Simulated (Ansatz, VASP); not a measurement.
## Ge2SeN2 in two plane-wave programs

One calculation is typed for both programs; each brings its own data sets. How far apart do they land? The cell is taken from a series of runs on this material, whose earlier steps may have relaxed, scaled, displaced or heated it; both programs get it as it stands.

Program: Ansatz 0.2.0. Level of theory: plane waves, with VASP 6.6.1 beside it; single point at PBE, single point at r2SCAN and single point at PBE, spin-orbit coupling. Results are calculated unless marked as measured.

**1. Starting point**

Symmetry: Cmc2_1, No. 36, orthorhombic system. The conventional cell has a = 11.278 Å, b = 5.903 Å, c = 5.183 Å, α = 90.00°, β = 90.00°, γ = 90.00°. Ge has 3 N at 1.85 to 1.88 Å and 1 Se at 2.38 Å nearest. Se has 2 Ge at 2.38 Å nearest. Nearest to N lie 3 Ge at 1.85 to 1.88 Å. Farther neighbours and most contacts between anions are not listed.

Structure file:

```cif
data_structure
_symmetry_space_group_name_H-M 'Cmc2_1'
_symmetry_Int_Tables_number 36
_cell_length_a 11.2780
_cell_length_b 5.9031
_cell_length_c 5.1832
_cell_angle_alpha 90.000
_cell_angle_beta 90.000
_cell_angle_gamma 90.000
_cell_volume 345.07
loop_
_atom_site_label
_atom_site_type_symbol
_atom_site_symmetry_multiplicity
_atom_site_Wyckoff_symbol
_atom_site_fract_x
_atom_site_fract_y
_atom_site_fract_z
_atom_site_occupancy
Ge1 Ge 8 b 0.68392 0.35011 0.83372 1
Se1 Se 4 a 0.00000 0.71020 0.67403 1
N1 N 8 b 0.71865 0.37191 0.18127 1
```

**2. VASP: single point, PBE**

With cell and atoms fixed, the geometry can't cause a difference; cores, projectors, grids and the points listed under the comparison can.

Lines of VASP's logs that name or quote its potential files are left out, and so is its time.

Input file INCAR:

```
SYSTEM = Ge2SeN2
PREC = Accurate
ENCUT = 600
EDIFF = 1E-06
NELM = 120
ISMEAR = -1
SIGMA = 0.02
LREAL = .FALSE.
ALGO = Normal
GGA = PE
NBANDS = 54
LORBIT = 11
LWAVE = .FALSE.
LCHARG = .FALSE.
ISIF = 2
LASPH = .TRUE.
GGA_COMPAT = .FALSE.
EFERMI = MIDGAP
KPAR = 2
```

Input file POSCAR:

```
Ge2SeN2
1.0
    5.6390191657     -2.9515389733      0.0000000000
    5.6390191657      2.9515389733      0.0000000000
    0.0000000000      0.0000000000      5.1832370000
Ge Se N
4 2 4
Direct
    0.3338190000      0.0340300000      0.3337200000
    0.9659700000      0.6661810000      0.3337200000
    0.6661810000      0.9659700000      0.8337200000
    0.0340300000      0.3338190000      0.8337200000
    0.2898020000      0.7101980000      0.1740270000
    0.7101980000      0.2898020000      0.6740270000
    0.3467340000      0.0905590000      0.6812670000
    0.9094410000      0.6532660000      0.6812670000
    0.6532660000      0.9094410000      0.1812670000
    0.0905590000      0.3467340000      0.1812670000
```

Input file KPOINTS:

```
Automatic mesh
0
Gamma
4 4 4
0 0 0
```

The projector-augmented-wave data sets are Ge_d, Se and N (PBE family, release 64).

Started as:

```console
mpirun -np 2 vasp_std
```

Numbers of over 12 decimals in the logs are rounded to 6 here.

The log of the run:

```text
[banner, memory and clock lines left out]
running    2 mpi-ranks, on    1 nodes
 distrk:  each k-point on    1 cores,    2 groups
 distr:  one band on    1 cores,    1 groups

 POSCAR found type information on POSCAR GeSeN
 POSCAR found :  3 types and      10 ions
 LDA part: xc-table for (Slater+PW92), standard interpolation
 POSCAR, INCAR and KPOINTS ok, starting setup
 FFT: planning ... GRIDC
 FFT: planning ... GRID_SOFT
 FFT: planning ... GRID
 WAVECAR not read
 entering main loop
       N       E                     dE             d eps       ncg     rms          rms(c)
DAV:   1     0.128235748014E+04    0.12824E+04   -0.42973E+04  3038   0.400E+03
DAV:   2     0.226762580009E+03   -0.10556E+04   -0.10058E+04  2276   0.119E+03
DAV:   3    -0.396617480877E+02   -0.26642E+03   -0.25957E+03  2506   0.282E+02
DAV:   4    -0.663591053056E+02   -0.26697E+02   -0.26389E+02  2888   0.102E+02
DAV:   5    -0.672584823790E+02   -0.89938E+00   -0.89494E+00  2744   0.191E+01    0.178E+01
DAV:   6    -0.586251305214E+02    0.86334E+01   -0.33010E+01  3396   0.432E+01    0.696E+00
DAV:   7    -0.588653858086E+02   -0.24026E+00   -0.43062E+00  2592   0.899E+00    0.465E+00
DAV:   8    -0.588307216793E+02    0.34664E-01   -0.59597E-01  3208   0.595E+00    0.153E+00
DAV:   9    -0.588125649227E+02    0.18157E-01   -0.14595E-01  3480   0.237E+00    0.361E-01
DAV:  10    -0.588142447550E+02   -0.16798E-02   -0.16286E-02  2590   0.732E-01    0.167E-01
DAV:  11    -0.588149684030E+02   -0.72365E-03   -0.26007E-03  2840   0.263E-01    0.970E-02
DAV:  12    -0.588149692453E+02   -0.84230E-06   -0.67876E-04  3206   0.150E-01    0.180E-02
DAV:  13    -0.588149702407E+02   -0.99542E-06   -0.10554E-04  3144   0.119E-01    0.697E-03
DAV:  14    -0.588149704485E+02   -0.20783E-06   -0.12149E-05  2558   0.210E-02    0.267E-03
DAV:  15    -0.588149706458E+02   -0.19722E-06   -0.22015E-06  2192   0.928E-03
   1 F= -.58814971E+02 E0= -.58814971E+02  d E =-.879487E-20
```

From OUTCAR (step 2):

```text
ion  position               nearest neighbor table
   1  0.334  0.034  0.334-   7 1.85  10 1.86   9 1.88   5 2.38
   2  0.966  0.666  0.334-   8 1.85   9 1.86  10 1.88   5 2.38
   3  0.666  0.966  0.834-   9 1.85   8 1.86   7 1.88   6 2.38
   4  0.034  0.334  0.834-  10 1.85   7 1.86   8 1.88   6 2.38
   5  0.290  0.710  0.174-   1 2.38   2 2.38
   6  0.710  0.290  0.674-   3 2.38   4 2.38
   7  0.347  0.091  0.681-   1 1.85   4 1.86   3 1.88
   8  0.909  0.653  0.681-   2 1.85   3 1.86   4 1.88
   9  0.653  0.909  0.181-   3 1.85   2 1.86   1 1.88
  10  0.091  0.347  0.181-   4 1.85   1 1.86   2 1.88

  LATTYP: Found a base centered orthorhombic cell.
 ALAT       =     5.9030779466
 B/A-ratio  =     1.9105352214
 C/A-ratio  =     0.8780566760

 Subroutine GETGRP returns: Found  4 space group operations
 (whereof  2 operations were pure point group operations)

The static configuration has the point symmetry C_1h.
 The point group associated with its full space group is C_2v.

 Found     21 irreducible k-points:

   k-points           NKPTS =     21   k-points in BZ     NKDIM =     21   number of bands    NBANDS=     54

   dimension x,y,z NGX =    54 NGY =   54 NGZ =   42
   dimension x,y,z NGXF=   108 NGYF=  108 NGZF=   84

   ENCUT  =  600.0 eV  44.10 Ry    6.64 a.u.  12.71 12.71 10.35*2*pi/ulx,y,z

   NELECT =      88.0000    total number of electrons

 k-points in reciprocal lattice and weights: Automatic mesh
   0.00000000  0.00000000  0.00000000       0.016
   0.25000000  0.00000000  0.00000000       0.062
   0.50000000  0.00000000  0.00000000       0.031
   0.25000000  0.25000000  0.00000000       0.031
   0.50000000  0.25000000  0.00000000       0.062
  -0.25000000  0.25000000  0.00000000       0.031
   0.50000000  0.50000000  0.00000000       0.016
   0.00000000  0.00000000  0.25000000       0.031
   0.25000000  0.00000000  0.25000000       0.125
[...]
-0.25000000  0.25000000  0.50000000       0.031
   0.50000000  0.50000000  0.50000000       0.016

 average (electrostatic) potential at core
       1 -75.8838       2 -75.8838       3 -75.8838       4 -75.8838       5 -53.9663
       6 -53.9663       7 -64.8031       8 -64.8031       9 -64.8031      10 -64.8031

 E-fermi :   4.0619

 k-point     1 :       0.0000    0.0000    0.0000
  band No.  band energies     occupation
    ...
     40       2.1985      2.00000
     41       2.2691      2.00000
     42       2.8714      2.00000
     43       2.9967      2.00000
     44       3.0830      2.00000
     45       4.9130      0.00000
     46       6.2736      0.00000
     47       6.3051      0.00000
     48       7.6489      0.00000
     49       7.8642      0.00000
    ...

 k-point     2 :       0.2500    0.0000    0.0000
  band No.  band energies     occupation
    ...
     40       2.0719      2.00000
     41       2.2323      2.00000
     42       2.3469      2.00000
     43       2.8939      2.00000
     44       3.0582      2.00000
     45       5.6513      0.00000
     46       6.3883      0.00000
     47       6.7128      0.00000
     48       7.7065      0.00000
     49       8.2719      0.00000
    ...

 k-point     3 :       0.5000    0.0000    0.0000
  band No.  band energies     occupation
    ...
     40       1.8169      2.00000
     41       1.9541      2.00000
     42       2.0135      2.00000
     43       2.8504      2.00000
     44       3.1602      2.00000
     45       6.4757      0.00000
     46       6.4825      0.00000
     47       7.0655      0.00000
     48       7.6532      0.00000
     49       8.3826      0.00000
    ...

  Total        0.3478844      0.5157359      0.5748090      0.0000000      0.0000000      0.0000000
  in kB        3.2304452      4.7891098      5.3376614      0.0000000      0.0000000      0.0000000
  external PRESSURE =       4.4524055 kB  Pullay stress =       0.0000000 kB

  energy-cutoff  :      600.00
  volume of cell :      172.54
      direct lattice vectors                 reciprocal lattice vectors
     5.639019166 -2.951538973  0.000000000     0.088667902 -0.169403150  0.000000000
     5.639019166  2.951538973  0.000000000     0.088667902  0.169403150  0.000000000
     0.000000000  0.000000000  5.183237000     0.000000000  0.000000000  0.192929631

 POSITION                                       TOTAL-FORCE (eV/Angst)
 -----------------------------------------------------------------------------------
      2.07431     -0.88484      1.72975        -0.035017     -0.007738     -0.006081
      9.20373     -0.88484      1.72975         0.035017     -0.007738     -0.006081
      9.20373      0.88484      4.32137         0.035017      0.007738     -0.006081
      2.07431      0.88484      4.32137        -0.035017      0.007738     -0.006081
      5.63902      1.24082      0.90202        -0.000000     -0.016749     -0.013410
      5.63902     -1.24082      3.49364        -0.000000      0.016749     -0.013410
      2.46590     -0.75611      3.53117        -0.001849     -0.007803      0.012786
      8.81213     -0.75611      3.53117         0.001849     -0.007803      0.012786
      8.81213      0.75611      0.93955         0.001849      0.007803      0.012786
      2.46590      0.75611      0.93955        -0.001849      0.007803      0.012786
 -----------------------------------------------------------------------------------
    total drift:                               -0.000000     -0.000000     -0.000443

  FREE ENERGIE OF THE ION-ELECTRON SYSTEM (eV)
  ---------------------------------------------------
  free  energy   TOTEN  =       -58.8149706458 eV

  energy  without entropy=      -58.8149706458  energy(sigma->0) =      -58.81497065

 total charge
# of ion       s       p       d       tot
------------------------------------------
    1        1.026   1.249  10.270  12.544
    2        1.026   1.249  10.270  12.544
    3        1.026   1.249  10.270  12.544
    4        1.026   1.249  10.270  12.544
    5        1.482   2.333   0.032   3.847
    6        1.482   2.333   0.032   3.847
    7        1.224   2.536   0.000   3.760
    8        1.224   2.536   0.000   3.760
    9        1.224   2.536   0.000   3.760
   10        1.224   2.536   0.000   3.760
--------------------------------------------------
tot         11.964  19.806  41.142  72.912

[... 3 further parts left out ...]
```

The run ends at a pressure of 0.45 GPa, with forces up to 0.036 eV/Å.

**3. Ansatz: single point, PBE**

Ansatz runs on its PAW soft_1 files.

The same cell, functional, mesh and smearing now go to Ansatz, which takes its cutoff from its data sets.

Input file input.yaml:

```yaml
crystal:
  lattice:
    - [5.6390191657, -2.9515389733, 0.0]
    - [5.6390191657, 2.9515389733, 0.0]
    - [0.0, 0.0, 5.183237]
  atoms:
    - { symbol: Ge, position: [0.333819, 0.03403, 0.33372] }
    - { symbol: Ge, position: [0.96597, 0.666181, 0.33372] }
    - { symbol: Ge, position: [0.666181, 0.96597, 0.83372] }
    - { symbol: Ge, position: [0.03403, 0.333819, 0.83372] }
    - { symbol: Se, position: [0.289802, 0.710198, 0.174027] }
    - { symbol: Se, position: [0.710198, 0.289802, 0.674027] }
    - { symbol: "N", position: [0.346734, 0.090559, 0.681267] }
    - { symbol: "N", position: [0.909441, 0.653266, 0.681267] }
    - { symbol: "N", position: [0.653266, 0.909441, 0.181267] }
    - { symbol: "N", position: [0.090559, 0.346734, 0.181267] }
kpoints:
  mp_grid: { grid: [4, 4, 4] }
  band_path:
    path:
      - [[0.0, 0.0, 0.0], [0.5, 0.5, 0.0], [0.31849043, 0.68150957, 0.0]]
      - [[-0.31849043, 0.31849043, 0.0], [0.0, 0.0, 0.0], [0.0, 0.0, 0.5], [-0.31849043, 0.31849043, 0.5]]
      - [[0.31849043, 0.68150957, 0.5], [0.5, 0.5, 0.5], [0.5, 0.5, 0.0]]
      - [[0.0, 0.0, 0.0], [0.0, 0.5, 0.0], [0.0, 0.5, 0.5], [0.0, 0.0, 0.5], [0.5, 0.5, 0.5]]
    npoints: 10
hamiltonian:
  xc: pbe
  pseudopotentials: { kind: paw, azcp: { folder: soft_1 } }
scf:
  occupations: { method: fermi_dirac, width: 0.02 }
  n_extra_bands: 7
output:
  eigenvalues: true
  forces: true
  stress: true
  write_density: true
  write_potential: true
  elf: true
  volumetric_format: npy
```

Started as:

```console
ansatz run input.yaml --threads 2 --pin off --max-ram 92160MiB --backend cuda --events-out ev --progress --plain --runs-dir out --devices 1 --max-vram 13GiB
```

The log of the run:

```text
scf.n_extra_bands = 7 over 54 filled bands (N_el = 108.0): the run solves 61 bands
GPUs: using 1 of 1 available (devices: 1).
Engine: ansatz 0.2.0, x86_64-unknown-linux-gnu
Pseudopotentials: kind: paw
Pseudopotential: Ge, paw, valence charge 14, recommended cutoff 420 eV (normal), soft_1/Ge.paw.azcp
Pseudopotential: Se, paw, valence charge 16, recommended cutoff 420 eV (normal), soft_1/Se.paw.azcp
Pseudopotential: N, paw, valence charge 5, recommended cutoff 420 eV (normal), soft_1/N.paw.azcp
Functional definition: PBE
  parameter kappa = 0.804
  parameter beta = 0.066725
  exchange = pbe_x(kappa = kappa, mu = beta*pi^2/3)
  correlation = pbe_c(beta = beta)
device memory: the entry about to start is reckoned to put 3.4 GiB on a device that reports 29.0 GiB free (of which the cap on the GPU budget leaves the run 13.0 GiB)
GPU FFT provider: cuFFT
GPU libraries: cuBLAS 13.8.2, cuFFT 12.4.0, cuSOLVER 12.3.4
Crystal: 10 atoms, lattice volume = 172.537 Å³
Basis set: ecut = 420 eV, 3383 PW (Γ), exchange–correlation on 90×90×72 points (8 copies of the dense FFT grid, shifted against one another)
Bands: 61, of which v1, the nominal top of the filled ones, is band 54 counted from 1 (53 counted from 0)
Symmetry: 4 space group operations
Space group: Cmc21 (ITA 36), of the structure as read, at distance tolerance 5.6e-5 Å
k-points: 21 of 64 (time reversal used)
Non-local potential: Ge, projectors of the file, l = 0: 2, l = 1: 2, l = 2: 3, l = 3: 1
Non-local potential: Se, projectors of the file, l = 0: 2, l = 1: 2, l = 2: 3, l = 3: 1
Non-local potential: N, projectors of the file, l = 0: 2, l = 1: 2, l = 2: 1
PAW form: soft (Blöchl's): semilocal exchange-correlation on the pseudo side does not see the compensation charge
PAW one-centre angular grid: Ge, 590 points (default); XC on 64 Gauss nodes
PAW one-centre angular grid: Se, 590 points (default); XC on 64 Gauss nodes
PAW one-centre angular grid: N, 110 points (default); XC on 64 Gauss nodes
Initial density: superposition of atomic densities (chi_scale 0.1, normalization cell, long waves kept (reshape's long-wave potential 0.02 eV rms))
Initial wavefunctions: pseudopotential atomic-orbital guess
GPU buffer pool allocated for 72900 grid points (all kernels)
GPU transforms: local potential and band sums: pruned to the plane-wave sphere, on 45×45×36
Functional: x = pbe(κ = 0.804, μ = 0.219515), c = pbe(β = 0.066725)
SCF iter   1: F=—  HF=-29658.081967 eV  |F-HF|=—  |Δ(HF+E_count)|=         —  Δρ=9.20e-2  dr2=1.51e1  ethr=3.10e-3  ⟨swp⟩=6.0  Hψ=4761  notcnv=0
preconditioner: auto → Resta (q_TF=auto, 2.523 Å⁻¹)  ε∞=2.9  [insulator: Δε(μ)=1.058 eV  Ē_g=19.376 eV  σ=0.020 eV  W_gap=1.00  n_scr=46 (ndim 8)  ℏωp=26.5 eV  f_vac=0.060  D(μ)=0.00/eV (n_scr^D=0)  ε∞_Penn≈2.9]
SCF iter   2: F=—  HF=-29654.554920 eV  |F-HF|=—  |Δ(HF+E_count)|=    3.53e0  Δρ=3.85e-2  dr2=1.29e0  ethr=3.10e-3  ⟨swp⟩=3.5  Hψ=2284  notcnv=0  defer=21
SCF iter   3: F=—  HF=-29654.362555 eV  |F-HF|=—  |Δ(HF+E_count)|=   1.92e-1  Δρ=1.88e-2  dr2=3.47e-1  ethr=1.20e-3  ⟨swp⟩=2.1  Hψ=1604  notcnv=0  defer=63
SCF iter   4: F=—  HF=-29654.351164 eV  |F-HF|=—  |Δ(HF+E_count)|=   1.14e-2  Δρ=8.63e-3  dr2=8.08e-2  ethr=3.21e-4  ⟨swp⟩=2.6  Hψ=2372  notcnv=0  defer=63
SCF iter   5: F=—  HF=-29654.331642 eV  |F-HF|=—  |Δ(HF+E_count)|=   1.95e-2  Δρ=1.75e-3  dr2=5.83e-3  ethr=7.48e-5  ⟨swp⟩=2.0  Hψ=2436  notcnv=0  defer=63
SCF iter   6: F=—  HF=-29654.333549 eV  |F-HF|=—  |Δ(HF+E_count)|=   1.91e-3  Δρ=3.64e-4  dr2=2.11e-4  ethr=5.39e-6  ⟨swp⟩=2.0  Hψ=2436  notcnv=0  defer=63
SCF iter   7: F=—  HF=-29654.333459 eV  |F-HF|=—  |Δ(HF+E_count)|=   9.03e-5  Δρ=9.47e-5  dr2=1.68e-5  ethr=1.95e-7  ⟨swp⟩=2.0  Hψ=2142  notcnv=0  defer=63
SCF iter   8: F=—  HF=-29654.333668 eV  |F-HF|=—  |Δ(HF+E_count)|=   2.09e-4  Δρ=3.79e-5  dr2=2.03e-6  ethr=1.55e-8  ⟨swp⟩=2.0  Hψ=2415  notcnv=0  defer=63
SCF iter   9: F=-29654.333675 eV  HF=-29654.333675 eV  |F-HF|=1.10e-7  |Δ(HF+E_count)|=   6.58e-6  Δρ=5.98e-6  dr2=6.63e-8  ethr=9.26e-11  ⟨swp⟩=14.1  Hψ=10005  notcnv=0
SCF 1 converged in 9 iterations: F = -29654.333675 eV  dr2 = 6.63e-8
  greatest PAW one-centre occupation: 1.000 electrons in one spin orbital (limit 2), on the Se atom at site 5 (counted from 0), in its partial waves of l = 2
device memory: the entry about to start is reckoned to put 2.9 GiB on a device that reports 28.0 GiB free (of which the cap on the GPU budget leaves the run 13.0 GiB)
NSCF: frozen V_eff on 114 k-points
SCF converged after 9 iterations
Free energy (F): -29654.333675 eV
Harris-Foulkes:  -29654.333675 eV  (|F-HF|=1.10e-7)
Internal energy: -29654.333675 eV  (E = F + TS)
E sigma→0 (E₀):  -29654.333675 eV
Fermi energy:    7.656553 eV
--- Per-component energies (eV) ---
  E_band       = -1472.643905
  E_kinetic    = 1104.731932
  E_local      = -16150.118857  (includes V_loc(G=0)·N_el)
  E_nonlocal   = 321.088067
  E_hartree    = 7822.761088
  E_xc         = -688.447670
  E_vxc        = -735.268057  (∫ρ·V_xc dr)
  E_paw        = -12846.546892  (= ΣΔE_a)
  E_vpaw       = -1658.590359  (= ΣTr[D̂ρ^β])
  E_aug_tail   = 0.002947  (compensation charges beyond the density's cutoff)
  E_ewald      = -9217.804291
  E_smearing   = -0.000000  (= −TS)
  E_closure    = 0.000000  (closes the sum)
  Σ components = -29654.333675   (vs F -29654.333675, Δ=0.00e0)
--- Forces (eV/Å), atoms counted from 1 ---
  atom   1  Ge    -0.07502161    -0.02412914    -0.02064934
  atom   2  Ge     0.07502161    -0.02412914    -0.02064934
  atom   3  Ge     0.07502161     0.02412914    -0.02064934
  atom   4  Ge    -0.07502161     0.02412914    -0.02064934
  atom   5  Se     0.00000000    -0.00707895    -0.00508756
  atom   6  Se     0.00000000     0.00707895    -0.00508756
  atom   7  N     -0.00667508    -0.01576949     0.02319627
  atom   8  N      0.00667508    -0.01576949     0.02319627
  atom   9  N      0.00667508     0.01576949     0.02319627
  atom  10  N     -0.00667508     0.01576949     0.02319627
  max |Σ_I F_I| component: 1.26e-5 eV/Å
--- Stress (GPa, compression-positive) ---
        0.451521       0.000000       0.000000
        0.000000       0.838585       0.000000
        0.000000       0.000000       0.942244
  P = ⅓ Tr σ = 0.7441 GPa (7.441 kbar)
--- Band table (eV; the first three rows and the last of 21) ---
  k-point 0: bands = [... 50 lower, 5.8350, 6.4393, 6.5691, 6.6544, 8.4774, 9.8426, 9.8762, 11.2192, ... 3 higher]
  k-point 1: bands = [... 50 lower, 5.8651, 6.3319, 6.3715, 6.4514, 9.1874, 9.8915, 10.1795, 10.6092, ... 3 higher]
  k-point 2: bands = [... 50 lower, 6.1063, 6.1063, 6.4815, 6.4815, 9.7496, 9.7496, 9.8600, 9.8600, ... 3 higher]
  k-point 20: bands = [... 50 lower, 5.7352, 5.7352, 6.2626, 6.2626, 10.4052, 10.4052, 10.6761, 10.6761, ... 3 higher]
```

**4. Comparison**

Known differences besides the potentials themselves: the data sets hold 108 valence electrons in Ansatz (on its PAW soft_1 files) and 88 in VASP; the cutoff is 420 eV in Ansatz and 600 eV in VASP. Total energies have different zeros and are not compared.

Compared:

| quantity | Ansatz | VASP | difference |
| --- | --- | --- | --- |
| pressure (GPa) | 0.74 | 0.45 | +0.30 |
| gap on the k mesh (eV) | 1.694 | 1.702 | -0.008 |

At this near-relaxed geometry the largest component of a force difference is 40 meV/Å. A gap on the mesh is an upper bound, since the band edges may lie between its points.

**5. Other set-ups**

Further runs change the set-up of one program: Ansatz's method, potentials or start, or VASP's data sets, cutoff or form of LDA. The table gives Ansatz less VASP for each quantity, since a change that brings one quantity closer may part another.

| run | r.m.s. force difference (meV/Å) | pressure (GPa) | gap on the k mesh (eV) |
| --- | --- | --- | --- |
| as above | 18 | 0.30 | -0.0077 |
| VASP with the data sets Ge_sv_GW, Se and N | 22 | 1.3 | -0.0054 |

(Part 1 of 2 ends here.)

[Lines on the potential files, build, host, timing and source positions are cut from VASP's logs without a mark.]

[Logs are printed without paths, hosts, clocks, repeated set-up lines and the standing remarks that a program may print on its own settings, such as how far it seeks lower states.]

[Hosts, paths, dates, database ids (printed as entryN), source tags and the programs' standing remarks are cut or masked in the printed files.]
